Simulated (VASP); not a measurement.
An input for Quantum ESPRESSO's pw.x (written as the equivalent of a VASP run, and not itself run):

```
&CONTROL
  calculation = 'vc-relax'
  pseudo_dir = './pseudo'
  outdir = './out'
  tprnfor = .true.
  tstress = .true.
  nstep = 60
  forc_conv_thr = 0.00078
/
&SYSTEM
  ibrav = 0
  nat = 6
  ntyp = 2
  ecutwfc = 84
  occupations = 'smearing'
  smearing = 'gaussian'
  degauss = 0.003675
  input_dft = 'vdw-df-ob86'
/
&ELECTRONS
  conv_thr = 7.3e-08
  electron_maxstep = 100
/
&IONS
/
&CELL
/
ATOMIC_SPECIES
  Pb 207.200 Pb.upf
  O 15.999 O.upf
CELL_PARAMETERS angstrom
     4.9936779    0.0000000    0.0000000
     0.0000000    4.9936779    0.0000000
     0.0000000    0.0000000    3.4168354
ATOMIC_POSITIONS crystal
  Pb   1.0000000  0.0000000  0.0000000
  Pb   0.5000000  0.5000000  0.5000000
  O    0.3074102  0.3074102  1.0000000
  O    0.8074102  0.1925898  0.5000000
  O    0.1925898  0.8074102  0.5000000
  O    0.6925898  0.6925898  0.0000000
K_POINTS automatic
  4 4 6 0 0 0
```

Task: Translate this input to VASP (INCAR, KPOINTS, POSCAR, choice of POTCAR).

Result: One answer among several that fit: 
KPOINTS:
```
Automatic mesh
0
Gamma
4 4 6
0 0 0
```

### INCAR
```
EDIFFG=-0.02   ! ionic stop
PARAM2=1.0
NSW=60
ISMEAR=0   ! Gaussian
IBRION=2
LCHARG=F
SIGMA=0.05   ! width (eV)
GGA=MK
LMAXMIX=4
EDIFF=1E-6   ! SCF stop (eV)
LUSE_VDW=T
SYSTEM=PbO2
AGGAC=0.0
ALGO=Normal
LREAL=F   ! projection in real space or not
ISIF=3   ! ions, shape and volume
NELM=100   ! most electronic steps
PARAM1=0.1234
PREC=Accurate
LASPH=T   ! aspherical one-centre terms
ENCUT=520
LWAVE=F
```

### POSCAR
```
PbO2
1
    4.9936779014     0.0000000000     0.0000000000
    0.0000000000     4.9936779014     0.0000000000
    0.0000000000     0.0000000000     3.4168354435
Pb O
2 4
Direct
  1.0000000000   0.0000000000   0.0000000000
  0.5000000000   0.5000000000   0.5000000000
  0.3074101816   0.3074101816   1.0000000000
  0.8074101816   0.1925898184   0.5000000000
  0.1925898184   0.8074101816   0.5000000000
  0.6925898184   0.6925898184   0.0000000000
```

POTCAR, in this order: Pb_d O (PBE.64 set). Program: vasp_std.

Limits of the translation: the potentials are each code's own (VASP's PAW set, PseudoDojo norm-conserving files in pw.x), so ENCUT and ecutwfc are chosen apart and not converted; conv_thr bounds pw.x's estimated SCF error, while EDIFF bounds the energy change between steps; forc_conv_thr acts on force components and is met together with etot_conv_thr.

The compound is PbO2 in the rutile structure. This run relaxes it. Symmetry was kept, so distortions that lower it aren't found. The start is the result of an earlier pass.
